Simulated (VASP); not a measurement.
```yaml
crystal:
  lattice:
    - [0.00000, 2.39819, 2.39819]
    - [2.39819, 0.00000, 2.39819]
    - [2.39819, 2.39819, 0.00000]
  atoms:
    - { symbol: Fe, position: [0.00708, 0.99645, 0.99295], spin: 4.0 }
    - { symbol: B, position: [0.28220, 0.22621, 0.24351] }
    - { symbol: B, position: [0.71072, 0.77734, 0.76353] }
```

The numbers are results of PBE GGA, VASP's PBE PAW potentials (set 64) (plane waves; VASP), not measurements. Settings: 400 eV cut-off, 5×5×5 Γ-centred mesh, Fermi-Dirac smearing of 0.050 eV, potentials Fe B.

At this cut-off the stress carries a Pulay error, which pulls relaxed volumes low.

**Question.** Give the force on each atom (eV/Å).

**Answer.** 
```
atom      Fx      Fy      Fz
----  ------  ------  ------
Fe1    0.228  -0.129  -0.187
B2     0.070  -0.083  -0.152
B3    -0.299   0.212   0.340
```

**Question.** Give the stress tensor in GPa (positive for a compressed cell).

**Answer.** 
```
-17.49   -5.72   -7.99
 -5.72  -16.83   10.14
 -7.99   10.14  -14.99
```
The pressure is its mean diagonal, -16.43 GPa.

The structure was generated: FeB2 was put into an ordered model structure, which need not be its known phase. The cell was not relaxed at this level, atoms are displaced from their ideal sites. The k-mesh is coarse (spacing up to 0.45 per Å, 2π included), so the numbers may not be converged in it.
